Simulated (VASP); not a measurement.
```xyz
2
Lattice="3.3133 0.0000 0.0000 -1.6566 2.8694 0.0000 0.0000 0.0000 3.2336" Properties=species:S:1:pos:R:3 pbc="T T T"
Nb     0.0000     0.0000     0.0000
P      1.6566     0.9565     1.6168
```

The base run (VASP): PBE GGA, plane waves, VASP's PBE PAW potentials (set 64). Settings: 400 eV cut-off, 8×8×7 Γ-centred mesh, Gaussian smearing of 0.050 eV, potentials Nb_sv P.

One setting is varied; ΔE counts from the base run. The base run took about 10 core-seconds. The timings are rough (shared machines, no repeats); factors under 2 mean little.

Pressures at a finite cut-off, here 400 eV, hold a Pulay part, which wasn't tested here.

```json
[
 {"setting": "KPOINTS 2×2×2 Monkhorst-Pack mesh", "cost over the base run": "about 1/4", "electronic steps": "12", "ΔE (meV/atom)": "-250.2", "pressure (GPa)": "5.34"},
 {"setting": "KPOINTS 5×5×4 Monkhorst-Pack mesh", "cost over the base run": "about 1/2", "electronic steps": "13", "ΔE (meV/atom)": "-19.0", "pressure (GPa)": "8.87"},
 {"setting": "KPOINTS 4×4×4 Monkhorst-Pack mesh", "cost over the base run": "about 1/2", "electronic steps": "12", "ΔE (meV/atom)": "-18.5", "pressure (GPa)": "9.25"},
 {"setting": "KPOINTS 7×7×6 Monkhorst-Pack mesh", "cost over the base run": "within a factor of 2", "electronic steps": "13", "ΔE (meV/atom)": "-4.0", "pressure (GPa)": "9.22"},
 {"setting": "base run", "cost over the base run": "reference", "electronic steps": "13", "ΔE (meV/atom)": "0.0", "pressure (GPa)": "9.28"}
]
```

Left out are runs that failed, have no time on record or changed the cell.

The structure was generated: NbP was put into the WC type (P-6m2), which need not be its known phase. The cell was not relaxed at this level.
